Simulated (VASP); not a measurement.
# Al2Au: convergence with the PAW data sets and smearing, part 2 of 3

Aim: find what the PAW data sets and smearing change for Al2Au, and what they cost. The series runs use LDA. The start is a cell from a database of measured crystal structures.

VASP 6.6.1, plane waves and PAW; the level of theory is named at each step.

Still holding for the runs below: This run has no spin polarisation. Its electron count is odd, so without a moment it is a metal by construction. The k-mesh is coarse for a metal.

So far. Step 6 (Smearing: ISMEAR = -1, SIGMA = 0.01): The series starts at -4.7711 eV an atom and -2.00 GPa, after 12 cycles in 2.2 s. The entropy term T·S comes to 0.32 meV an atom in size. Step 7 (Smearing: ISMEAR = -1, SIGMA = 0.05): Against the run before the energy at zero width moves by -0.34 meV an atom while the pressure stays within 0.01 GPa, after 12 cycles in 2.2 s. The entropy term T·S comes to 2.73 meV an atom in size.

### 8. Smearing: ISMEAR = -1, SIGMA = 0.1

Level of this step: LDA; plane waves and PAW (Al, Au) (VASP).

File INCAR:

```
SYSTEM = Al2Au
PREC = Accurate
ENCUT = 400
EDIFF = 1E-06
NELM = 100
ISMEAR = -1
SIGMA = 0.1
LREAL = .FALSE.
ALGO = Normal
GGA = CA
NBANDS = 14
LASPH = .TRUE.
LORBIT = 11
LWAVE = .FALSE.
LCHARG = .FALSE.
KPAR = 4
ISIF = 2
```

File POSCAR:

```
Al2Au
1.0
    0.0000000000      3.0000000000      3.0000000000
    3.0000000000      0.0000000000      3.0000000000
    3.0000000000      3.0000000000      0.0000000000
Al Au
2 1
Direct
    0.2500000000      0.2500000000      0.2500000000
    0.7500000000      0.7500000000      0.7500000000
    0.0000000000      0.0000000000      0.0000000000
```

File KPOINTS:

```
Automatic mesh
0
Gamma
7 7 7
0 0 0
```

The projector-augmented-wave data sets are Al and Au (PBE family, release 64).

Run with:

```console
$ mpirun -np 4 vasp_std
```

The log of the run:

```text
[... set-up lines as in an earlier step ...]
 entering main loop
       N       E                     dE             d eps       ncg     rms          rms(c)
DAV:   1     0.446380867770E+02    0.44638E+02   -0.61473E+03   584   0.816E+02
DAV:   2    -0.146441849964E+02   -0.59282E+02   -0.54623E+02   670   0.167E+02
DAV:   3    -0.159213216924E+02   -0.12771E+01   -0.12723E+01   734   0.236E+01
DAV:   4    -0.159309916583E+02   -0.96700E-02   -0.96675E-02   632   0.241E+00
[...]
DAV:  10    -0.143308183687E+02   -0.16457E-04   -0.15000E-04   698   0.952E-02    0.307E-02
DAV:  11    -0.143308117259E+02    0.66428E-05   -0.11742E-05   698   0.284E-02    0.115E-02
DAV:  12    -0.143308116961E+02    0.29735E-07   -0.79086E-07   436   0.845E-03
   1 F= -.14330812E+02 E0= -.14314466E+02  d E =-.326905E-01
```

It took 2.4 s on 4 MPI ranks of Intel Xeon 6975P-C (Granite Rapids), shared host; peak memory 0.52 GiB; 7.3 s of CPU time.

From OUTCAR (step 8):

```text
  Total       -0.6650191     -0.6650191     -0.6650191     -0.0000000      0.0000000     -0.0000000
  in kB      -19.7310824    -19.7310824    -19.7310824     -0.0000000      0.0000000     -0.0000000
  external PRESSURE =     -19.7310824 kB  Pullay stress =       0.0000000 kB

 POSITION                                       TOTAL-FORCE (eV/Angst)
 -----------------------------------------------------------------------------------
      1.50000      1.50000      1.50000        -0.000000     -0.000000     -0.000000
      4.50000      4.50000      4.50000         0.000000      0.000000      0.000000
      0.00000      0.00000      0.00000        -0.000000     -0.000000      0.000000
 -----------------------------------------------------------------------------------
    total drift:                               -0.000000     -0.000000      0.000000

  FREE ENERGIE OF THE ION-ELECTRON SYSTEM (eV)
  ---------------------------------------------------
  free  energy   TOTEN  =       -14.3308116961 eV

  energy  without entropy=      -14.2981211780  energy(sigma->0) =      -14.31446644

[... 2 parts as in an earlier step ...]

[... 1 further part left out ...]
[key lines of the parts left out:]
E-fermi :   7.5824
```

Against the run before the energy at zero width moves by -0.05 meV an atom and the pressure by +0.02 GPa, after 12 cycles in 2.4 s. The entropy term T·S comes to 10.90 meV an atom in size.

### 9. Smearing: ISMEAR = -1, SIGMA = 0.2

INCAR: that of step 8 with these lines changed.

```diff
@@ -6,3 +6,3 @@
 ISMEAR = -1
-SIGMA = 0.1
+SIGMA = 0.2
 LREAL = .FALSE.
```

POSCAR is that of step 8.

KPOINTS is that of step 8.

Run with:

```console
$ mpirun -np 4 vasp_std
```

The log of the run:

```text
[... set-up lines as in an earlier step ...]
 entering main loop
       N       E                     dE             d eps       ncg     rms          rms(c)
DAV:   1     0.445913994820E+02    0.44591E+02   -0.61473E+03   584   0.816E+02
DAV:   2    -0.146869371163E+02   -0.59278E+02   -0.54554E+02   670   0.167E+02
DAV:   3    -0.159695475561E+02   -0.12826E+01   -0.12766E+01   734   0.236E+01
DAV:   4    -0.159793486220E+02   -0.98011E-02   -0.97978E-02   632   0.241E+00
[...]
DAV:  10    -0.143766716078E+02   -0.16430E-04   -0.15169E-04   698   0.957E-02    0.308E-02
DAV:  11    -0.143766649102E+02    0.66976E-05   -0.12130E-05   698   0.290E-02    0.115E-02
DAV:  12    -0.143766648840E+02    0.26176E-07   -0.81175E-07   436   0.857E-03
   1 F= -.14376665E+02 E0= -.14318366E+02  d E =-.116599E+00
```

Wall time 2.2 s (4 MPI ranks); peak memory 0.53 GiB.

OUTCAR, selected parts (step 9):

```text
  Total       -0.6354936     -0.6354936     -0.6354936     -0.0000000      0.0000000      0.0000000
  in kB      -18.8550641    -18.8550641    -18.8550641     -0.0000000      0.0000000      0.0000000
  external PRESSURE =     -18.8550641 kB  Pullay stress =       0.0000000 kB

  FREE ENERGIE OF THE ION-ELECTRON SYSTEM (eV)
  ---------------------------------------------------
  free  energy   TOTEN  =       -14.3766648840 eV

  energy  without entropy=      -14.2600662957  energy(sigma->0) =      -14.31836559

[... 3 parts as in an earlier step ...]

[... 1 further part left out ...]
[key lines of the parts left out:]
E-fermi :   7.6122
```

Against the run before the energy at zero width moves by -1.30 meV an atom and the pressure by +0.09 GPa, after 12 cycles in 2.2 s. The entropy term T·S comes to 38.87 meV an atom in size.

### 10. Smearing: ISMEAR = -1, SIGMA = 0.5

INCAR: that of step 9 with these lines changed.

```diff
@@ -6,3 +6,3 @@
 ISMEAR = -1
-SIGMA = 0.2
+SIGMA = 0.5
 LREAL = .FALSE.
```

POSCAR is that of step 9.

KPOINTS is that of step 9.

Run with:

```console
$ mpirun -np 4 vasp_std
```

The log of the run:

```text
[... set-up lines as in an earlier step ...]
 entering main loop
       N       E                     dE             d eps       ncg     rms          rms(c)
DAV:   1     0.442962223537E+02    0.44296E+02   -0.61473E+03   584   0.816E+02
DAV:   2    -0.149710009851E+02   -0.59267E+02   -0.54715E+02   670   0.167E+02
DAV:   3    -0.162711321701E+02   -0.13001E+01   -0.12926E+01   734   0.237E+01
DAV:   4    -0.162811514404E+02   -0.10019E-01   -0.10016E-01   632   0.242E+00
[...]
DAV:  10    -0.146692236160E+02   -0.14106E-04   -0.15802E-04   698   0.972E-02    0.317E-02
DAV:  11    -0.146692164381E+02    0.71779E-05   -0.13887E-05   698   0.315E-02    0.119E-02
DAV:  12    -0.146692163982E+02    0.39864E-07   -0.91648E-07   436   0.917E-03
   1 F= -.14669216E+02 E0= -.14318304E+02  d E =-.701825E+00
```

The job ended after 2.6 s (4 MPI ranks; peak memory 0.5 GiB; 7.7 s of CPU time).

Parts of OUTCAR (step 10):

```text
  Total       -0.3563705     -0.3563705     -0.3563705     -0.0000000     -0.0000000      0.0000000
  in kB      -10.5734939    -10.5734939    -10.5734939     -0.0000000     -0.0000000      0.0000000
  external PRESSURE =     -10.5734939 kB  Pullay stress =       0.0000000 kB

 POSITION                                       TOTAL-FORCE (eV/Angst)
 -----------------------------------------------------------------------------------
      1.50000      1.50000      1.50000        -0.000000     -0.000000     -0.000000
      4.50000      4.50000      4.50000         0.000000      0.000000      0.000000
      0.00000      0.00000      0.00000         0.000000      0.000000      0.000000
 -----------------------------------------------------------------------------------
    total drift:                               -0.000000     -0.000000      0.000000

  FREE ENERGIE OF THE ION-ELECTRON SYSTEM (eV)
  ---------------------------------------------------
  free  energy   TOTEN  =       -14.6692163982 eV

  energy  without entropy=      -13.9673915398  energy(sigma->0) =      -14.31830397

[... 2 parts as in an earlier step ...]

[... 1 further part left out ...]
[key lines of the parts left out:]
E-fermi :   7.7193
```

Against the run before the energy at zero width moves by +0.02 meV an atom and the pressure by +0.83 GPa, after 12 cycles in 2.6 s. The entropy term T·S comes to 233.94 meV an atom in size.

### 11. Smearing: ISMEAR = 1, SIGMA = 0.01

INCAR: that of step 10 with these lines changed.

```diff
@@ -5,4 +5,4 @@
 NELM = 100
-ISMEAR = -1
-SIGMA = 0.5
+ISMEAR = 1
+SIGMA = 0.01
 LREAL = .FALSE.
```

POSCAR is that of step 10.

KPOINTS is that of step 10.

Run with:

```console
$ mpirun -np 4 vasp_std
```

The log of the run:

```text
[... set-up lines as in an earlier step ...]
 entering main loop
       N       E                     dE             d eps       ncg     rms          rms(c)
DAV:   1     0.446571694536E+02    0.44657E+02   -0.61473E+03   584   0.816E+02
DAV:   2    -0.146262339213E+02   -0.59283E+02   -0.54845E+02   670   0.167E+02
DAV:   3    -0.159026627205E+02   -0.12764E+01   -0.12727E+01   734   0.236E+01
DAV:   4    -0.159122603412E+02   -0.95976E-02   -0.95968E-02   632   0.240E+00
[...]
DAV:  10    -0.143130103276E+02   -0.15627E-04   -0.15156E-04   698   0.948E-02    0.306E-02
DAV:  11    -0.143130038353E+02    0.64922E-05   -0.10696E-05   698   0.265E-02    0.115E-02
DAV:  12    -0.143130037858E+02    0.49524E-07   -0.77890E-07   436   0.842E-03
   1 F= -.14313004E+02 E0= -.14312939E+02  d E =-.194150E-03
```

The job ended after 2.2 s (4 MPI ranks; peak memory 0.52 GiB; 6.3 s of CPU time).

OUTCAR, selected parts (step 11):

```text
  Total       -0.6726949     -0.6726949     -0.6726949     -0.0000000      0.0000000     -0.0000000
  in kB      -19.9588245    -19.9588245    -19.9588245     -0.0000000      0.0000000     -0.0000000
  external PRESSURE =     -19.9588245 kB  Pullay stress =       0.0000000 kB

 POSITION                                       TOTAL-FORCE (eV/Angst)
 -----------------------------------------------------------------------------------
      1.50000      1.50000      1.50000         0.000000      0.000000     -0.000000
      4.50000      4.50000      4.50000        -0.000000     -0.000000      0.000000
      0.00000      0.00000      0.00000         0.000000     -0.000000     -0.000000
 -----------------------------------------------------------------------------------
    total drift:                               -0.000000     -0.000000      0.000000

  FREE ENERGIE OF THE ION-ELECTRON SYSTEM (eV)
  ---------------------------------------------------
  free  energy   TOTEN  =       -14.3130037858 eV

  energy  without entropy=      -14.3128096363  energy(sigma->0) =      -14.31293907

[... 2 parts as in an earlier step ...]

[... 1 further part left out ...]
[key lines of the parts left out:]
E-fermi :   7.5555
```

Against the first of the series the energy at zero width moves by +0.12 meV an atom while the pressure stays within 0.01 GPa, after 12 cycles in 2.2 s. The entropy term T·S comes to 0.06 meV an atom in size.

### 12. Smearing: ISMEAR = 1, SIGMA = 0.05

INCAR: that of step 11 with these lines changed.

```diff
@@ -6,3 +6,3 @@
 ISMEAR = 1
-SIGMA = 0.01
+SIGMA = 0.05
 LREAL = .FALSE.
```

POSCAR is that of step 11.

KPOINTS is that of step 11.

Run with:

```console
$ mpirun -np 4 vasp_std
```

The log of the run:

```text
[... set-up lines as in an earlier step ...]
 entering main loop
       N       E                     dE             d eps       ncg     rms          rms(c)
DAV:   1     0.446571427291E+02    0.44657E+02   -0.61473E+03   584   0.816E+02
DAV:   2    -0.146267979156E+02   -0.59284E+02   -0.54852E+02   670   0.167E+02
DAV:   3    -0.159034200765E+02   -0.12766E+01   -0.12727E+01   734   0.236E+01
DAV:   4    -0.159130183391E+02   -0.95983E-02   -0.95975E-02   632   0.240E+00
[...]
DAV:  10    -0.143137868108E+02   -0.15608E-04   -0.15165E-04   698   0.949E-02    0.306E-02
DAV:  11    -0.143137803185E+02    0.64923E-05   -0.10688E-05   698   0.265E-02    0.115E-02
DAV:  12    -0.143137802686E+02    0.49890E-07   -0.77891E-07   436   0.842E-03
   1 F= -.14313780E+02 E0= -.14313457E+02  d E =-.968468E-03
```

Run time: 2.2 s. Hardware: 4 MPI ranks; peak memory 0.51 GiB; 6.1 s of CPU time.

Parts of OUTCAR (step 12):

```text
  Total       -0.6726892     -0.6726892     -0.6726892     -0.0000000      0.0000000      0.0000000
  in kB      -19.9586554    -19.9586554    -19.9586554     -0.0000000      0.0000000      0.0000000
  external PRESSURE =     -19.9586554 kB  Pullay stress =       0.0000000 kB

 POSITION                                       TOTAL-FORCE (eV/Angst)
 -----------------------------------------------------------------------------------
      1.50000      1.50000      1.50000         0.000000      0.000000      0.000000
      4.50000      4.50000      4.50000        -0.000000     -0.000000     -0.000000
      0.00000      0.00000      0.00000         0.000000     -0.000000      0.000000
 -----------------------------------------------------------------------------------
    total drift:                               -0.000000     -0.000000      0.000000

  FREE ENERGIE OF THE ION-ELECTRON SYSTEM (eV)
  ---------------------------------------------------
  free  energy   TOTEN  =       -14.3137802686 eV

  energy  without entropy=      -14.3128118003  energy(sigma->0) =      -14.31345745

[... 2 parts as in an earlier step ...]

[... 1 further part left out ...]
[key lines of the parts left out:]
E-fermi :   7.5585
```

Against the run before the energy at zero width moves by -0.17 meV an atom while the pressure stays within 0.01 GPa, after 12 cycles in 2.2 s. The entropy term T·S comes to 0.32 meV an atom in size.

### 13. Smearing: ISMEAR = 1, SIGMA = 0.1

INCAR: that of step 12 with these lines changed.

```diff
@@ -6,3 +6,3 @@
 ISMEAR = 1
-SIGMA = 0.05
+SIGMA = 0.1
 LREAL = .FALSE.
```

POSCAR is that of step 12.

KPOINTS is that of step 12.

Run with:

```console
$ mpirun -np 4 vasp_std
```

The log of the run:

```text
[... set-up lines as in an earlier step ...]
 entering main loop
       N       E                     dE             d eps       ncg     rms          rms(c)
DAV:   1     0.446575497427E+02    0.44658E+02   -0.61473E+03   584   0.816E+02
DAV:   2    -0.146275262574E+02   -0.59285E+02   -0.54835E+02   670   0.167E+02
DAV:   3    -0.159037762048E+02   -0.12762E+01   -0.12720E+01   734   0.236E+01
DAV:   4    -0.159133736228E+02   -0.95974E-02   -0.95967E-02   632   0.240E+00
[...]
DAV:  10    -0.143144496434E+02   -0.15050E-04   -0.15382E-04   698   0.950E-02    0.307E-02
DAV:  11    -0.143144431996E+02    0.64438E-05   -0.10070E-05   698   0.253E-02    0.116E-02
DAV:  12    -0.143144431372E+02    0.62359E-07   -0.77057E-07   436   0.839E-03
   1 F= -.14314443E+02 E0= -.14314378E+02  d E =-.194336E-03
```

Wall time 2.6 s (4 MPI ranks); peak memory 0.53 GiB; 7.6 s of CPU time.

From OUTCAR (step 13):

```text
  Total       -0.6721363     -0.6721363     -0.6721363      0.0000000      0.0000000      0.0000000
  in kB      -19.9422517    -19.9422517    -19.9422517      0.0000000      0.0000000      0.0000000
  external PRESSURE =     -19.9422517 kB  Pullay stress =       0.0000000 kB

 POSITION                                       TOTAL-FORCE (eV/Angst)
 -----------------------------------------------------------------------------------
      1.50000      1.50000      1.50000        -0.000000     -0.000000     -0.000000
      4.50000      4.50000      4.50000         0.000000      0.000000      0.000000
      0.00000      0.00000      0.00000        -0.000000     -0.000000     -0.000000
 -----------------------------------------------------------------------------------
    total drift:                               -0.000000     -0.000000      0.000000

  FREE ENERGIE OF THE ION-ELECTRON SYSTEM (eV)
  ---------------------------------------------------
  free  energy   TOTEN  =       -14.3144431372 eV

  energy  without entropy=      -14.3142488016  energy(sigma->0) =      -14.31437836

[... 2 parts as in an earlier step ...]

[... 1 further part left out ...]
[key lines of the parts left out:]
E-fermi :   7.5610
```

Against the run before the energy at zero width moves by -0.31 meV an atom while the pressure stays within 0.01 GPa, after 12 cycles in 2.6 s. The entropy term T·S comes to 0.06 meV an atom in size.

### 14. Smearing: ISMEAR = 1, SIGMA = 0.2

INCAR: that of step 13 with these lines changed.

```diff
@@ -6,3 +6,3 @@
 ISMEAR = 1
-SIGMA = 0.1
+SIGMA = 0.2
 LREAL = .FALSE.
```

POSCAR is that of step 13.

KPOINTS is that of step 13.

Run with:

```console
$ mpirun -np 4 vasp_std
```

The log of the run:

```text
[... set-up lines as in an earlier step ...]
 entering main loop
       N       E                     dE             d eps       ncg     rms          rms(c)
DAV:   1     0.446564379241E+02    0.44656E+02   -0.61473E+03   584   0.816E+02
DAV:   2    -0.146285855284E+02   -0.59285E+02   -0.54743E+02   670   0.167E+02
DAV:   3    -0.159036370720E+02   -0.12751E+01   -0.12711E+01   734   0.236E+01
DAV:   4    -0.159132158003E+02   -0.95787E-02   -0.95782E-02   632   0.240E+00
[...]
DAV:  10    -0.143139349267E+02   -0.16361E-04   -0.14895E-04   698   0.948E-02    0.305E-02
DAV:  11    -0.143139283513E+02    0.65754E-05   -0.11499E-05   698   0.279E-02    0.114E-02
DAV:  12    -0.143139283190E+02    0.32290E-07   -0.78040E-07   436   0.838E-03
   1 F= -.14313928E+02 E0= -.14313970E+02  d E =0.126362E-03
```

Run time: 2.2 s. Hardware: 4 MPI ranks; peak memory 0.51 GiB.

OUTCAR, selected parts (step 14):

```text
  Total       -0.6748292     -0.6748292     -0.6748292     -0.0000000     -0.0000000      0.0000000
  in kB      -20.0221478    -20.0221478    -20.0221478     -0.0000000     -0.0000000      0.0000000
  external PRESSURE =     -20.0221478 kB  Pullay stress =       0.0000000 kB

 POSITION                                       TOTAL-FORCE (eV/Angst)
 -----------------------------------------------------------------------------------
      1.50000      1.50000      1.50000        -0.000000     -0.000000     -0.000000
      4.50000      4.50000      4.50000         0.000000      0.000000      0.000000
      0.00000      0.00000      0.00000         0.000000     -0.000000      0.000000
 -----------------------------------------------------------------------------------
    total drift:                               -0.000000     -0.000000      0.000000

  FREE ENERGIE OF THE ION-ELECTRON SYSTEM (eV)
  ---------------------------------------------------
  free  energy   TOTEN  =       -14.3139283190 eV

  energy  without entropy=      -14.3140546807  energy(sigma->0) =      -14.31397044

[... 2 parts as in an earlier step ...]

[... 1 further part left out ...]
[key lines of the parts left out:]
E-fermi :   7.5635
```

Against the run before the energy at zero width moves by +0.14 meV an atom and the pressure by -0.01 GPa, after 12 cycles in 2.2 s. The entropy term T·S comes to 0.04 meV an atom in size.

### 15. Smearing: ISMEAR = 1, SIGMA = 0.5

INCAR: that of step 14 with these lines changed.

```diff
@@ -6,3 +6,3 @@
 ISMEAR = 1
-SIGMA = 0.2
+SIGMA = 0.5
 LREAL = .FALSE.
```

POSCAR is that of step 14.

KPOINTS is that of step 14.

Run with:

```console
$ mpirun -np 4 vasp_std
```

The log of the run:

```text
[... set-up lines as in an earlier step ...]
 entering main loop
       N       E                     dE             d eps       ncg     rms          rms(c)
DAV:   1     0.446498396356E+02    0.44650E+02   -0.61473E+03   584   0.816E+02
DAV:   2    -0.146308438261E+02   -0.59281E+02   -0.54533E+02   670   0.167E+02
DAV:   3    -0.159079259543E+02   -0.12771E+01   -0.12720E+01   734   0.236E+01
DAV:   4    -0.159176403387E+02   -0.97144E-02   -0.97110E-02   632   0.241E+00
[...]
DAV:  10    -0.143182824556E+02   -0.16464E-04   -0.15074E-04   698   0.953E-02    0.308E-02
DAV:  11    -0.143182757563E+02    0.66993E-05   -0.11806E-05   698   0.285E-02    0.115E-02
DAV:  12    -0.143182757274E+02    0.28926E-07   -0.79345E-07   436   0.847E-03
   1 F= -.14318276E+02 E0= -.14314227E+02  d E =-.121447E-01
```

The job ended after 2.2 s (4 MPI ranks; peak memory 0.52 GiB; 6.4 s of CPU time).

(Part 2 of 3 ends here.)

[Lines on the potential files, build, host, timing and source positions are cut from VASP's logs without a mark.]

[Logs are printed without paths, hosts, clocks, repeated set-up lines and the standing remarks that a program may print on its own settings, such as how far it seeks lower states.]

[Hosts, paths, dates, database ids (printed as entryN), source tags and the programs' standing remarks are cut or masked in the printed files.]

[A measured line is paired with the nearest computed mode of its activity, which favours agreement.]
